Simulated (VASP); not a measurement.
These are PBE GGA, VASP's PBE PAW potentials (set 64) (plane waves; VASP 6.6.1) values and carry that method's errors.

VASP input:

**POSCAR**
```
HfO2
3.5921020
  0.0000000000   0.7071068695   0.7071068695
  0.7071068695   0.0000000000   0.7071068695
  0.7071068695   0.7071068695   0.0000000000
Hf O
1 2
Cartesian
  0.0000000000   0.0000000000   0.0000000000
  0.3535534347   0.3535534347   0.3535534347
  1.0606603042   1.0606603042   1.0606603042
```

### INCAR
```
# general
SYSTEM  = HfO2
PREC    = Accurate
ENCUT   = 520
LREAL   = F
LASPH   = T
ISYM    = 3

# electronic loop
EDIFF   = 1E-6
NELM    = 100
ALGO    = Normal
LMAXMIX = 6

# smearing
ISMEAR  = 0
SIGMA   = 0.05

# functional
GGA     = PE

# ions
ISIF    = 2

# output
LWAVE   = F
LCHARG  = F
```

### KPOINTS
```
Automatic mesh
0
Gamma
8 8 8
0 0 0
```

POTCAR, in this order: Hf_pv O (PBE.64 set). Program: vasp_std.

The resulting files:

File OUTCAR:
```
 ion  position               nearest neighbor table
   1  0.000  0.000  0.000-   3 2.20   3 2.20   3 2.20   2 2.20   3 2.20   2 2.20   2 2.20   2 2.20
  LATTYP: Found a face centered cubic cell.
 ALAT       =     5.0800000000
 Subroutine PRICEL returns:
 Original cell was already a primitive cell.
 Subroutine GETGRP returns: Found 48 space group operations
The static configuration has the point symmetry O_h .
The dynamic configuration has the point symmetry O_h .
 Subroutine INISYM returns: Found 48 space group operations
 Subroutine IBZKPT returns following result:
 Found     29 irreducible k-points:

 Following reciprocal coordinates:
            Coordinates               Weight
  0.000000  0.000000  0.000000      1.000000
  0.125000  0.000000  0.000000      8.000000
  0.250000  0.000000  0.000000      8.000000
  0.375000  0.000000  0.000000      8.000000
  0.500000  0.000000  0.000000      4.000000
  0.125000  0.125000  0.000000      6.000000
  0.250000  0.125000  0.000000     24.000000
  0.375000  0.125000  0.000000     24.000000
  0.500000  0.125000  0.000000     24.000000
 -0.375000  0.125000  0.000000     24.000000
...
```

**OSZICAR**
```
       N       E                     dE             d eps       ncg     rms          rms(c)
DAV:   1     0.102737867112E+03    0.10274E+03   -0.12980E+04   870   0.145E+03
DAV:   2    -0.320840825289E+02   -0.13482E+03   -0.13279E+03  1129   0.327E+02
DAV:   3    -0.360123372722E+02   -0.39283E+01   -0.39254E+01  1094   0.543E+01
DAV:   4    -0.360361579201E+02   -0.23821E-01   -0.23816E-01  1115   0.460E+00
DAV:   5    -0.360363546515E+02   -0.19673E-03   -0.19673E-03  1073   0.375E-01
```

File stdout:
```
 POSCAR found type information on POSCAR HfO
 POSCAR found :  2 types and       3 ions
 Reading from existing POTCAR
 Reading from existing POTCAR
 LDA part: xc-table for (Slater+PW92), standard interpolation
 POSCAR, INCAR and KPOINTS ok, starting setup
 WAVECAR not read
 entering main loop
       N       E                     dE             d eps       ncg     rms          rms(c)
DAV:   1     0.102737867112E+03    0.10274E+03   -0.12980E+04   870   0.145E+03
DAV:   2    -0.320840825289E+02   -0.13482E+03   -0.13279E+03  1129   0.327E+02
DAV:   3    -0.360123372722E+02   -0.39283E+01   -0.39254E+01  1094   0.543E+01
DAV:   4    -0.360361579201E+02   -0.23821E-01   -0.23816E-01  1115   0.460E+00
DAV:   5    -0.360363546515E+02   -0.19673E-03   -0.19673E-03  1073   0.375E-01
 -----------------------------------------------------------------------------
|                     _     ____    _    _    _____     _                     |
|                    | |   |  _ \  | |  | |  / ____|   | |                    |
|                    | |   | |_) | | |  | | | |  __    | |                    |
|                    |_|   |  _ <  | |  | | | | |_ |   |_|                    |
|                     _    | |_) | | |__| | | |__| |    _                     |
|                    (_)   |____/   \____/   \_____|   (_)                    |
|                                                                             |
|                                                                             |
|     internal error in CHECK_FULL_KPOINTS: KPOINTS_FULL not properly         |
|     initialised                                                             |
|                                                                             |
|     If you are not a developer, you should not encounter this problem.      |
|     Please submit a bug report.                                             |
|                                                                             |
 -----------------------------------------------------------------------------
```

VASP stops with an error: internal error in CHECK_FULL_KPOINTS: KPOINTS_FULL not properly initialised If you are not a developer, you should not encounter this problem. Please submit a bug report.

The compound is HfO2 in the fluorite structure, the high-temperature cubic form, which is unstable at 0 K; the monoclinic form is the stable one. The cell was not relaxed at this level. The run is one of a series of settings (ISYM = 3 against the base run), some of them coarse on purpose.
